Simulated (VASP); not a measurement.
Given:

```yaml
crystal:
  lattice:
    - [1.77667, -3.07728, 0.00000]
    - [1.77667, 3.07728, 0.00000]
    - [0.00000, 0.00000, 5.50680]
  atoms:
    - { symbol: Dy, position: [0.33333, 0.66667, 0.25000] }
    - { symbol: Dy, position: [0.66667, 0.33333, 0.75000] }
```

These are PBEsol GGA, VASP's PBE PAW potentials (set 64) (plane waves; VASP) values and carry that method's errors. Numerical set-up: 400 eV cut-off, Gaussian smearing of 0.050 eV, potentials Dy_3.

The 4f electrons are frozen in the core of the lanthanide potential, so 4f levels, which can set the real gap, and their magnetism are missing.

### Question
Give the energies of bands 7 to 12 at the high-symmetry points, in eV from the Fermi level.

### Answer

| band | Γ | M | K | A | L | H |
|---|---|---|---|---|---|---|
| 7 | -5.22 | -1.96 | -1.03 | -3.53 | -2.02 | -0.64 |
| 8 | -2.26 | -1.53 | -0.71 | -3.53 | -2.02 | -0.64 |
| 9 | 1.56 | -1.03 | -0.71 | 1.06 | 0.02 | -0.42 |
| 10 | 1.81 | 0.14 | -0.40 | 1.06 | 0.02 | -0.42 |
| 11 | 1.81 | 1.44 | 1.22 | 1.69 | 1.83 | 0.65 |
| 12 | 2.31 | 1.72 | 1.22 | 1.69 | 1.83 | 0.65 |

It has no gap at this level: it comes out as a metal or semimetal.

The compound is Dy in the hcp structure. It was relaxed first.
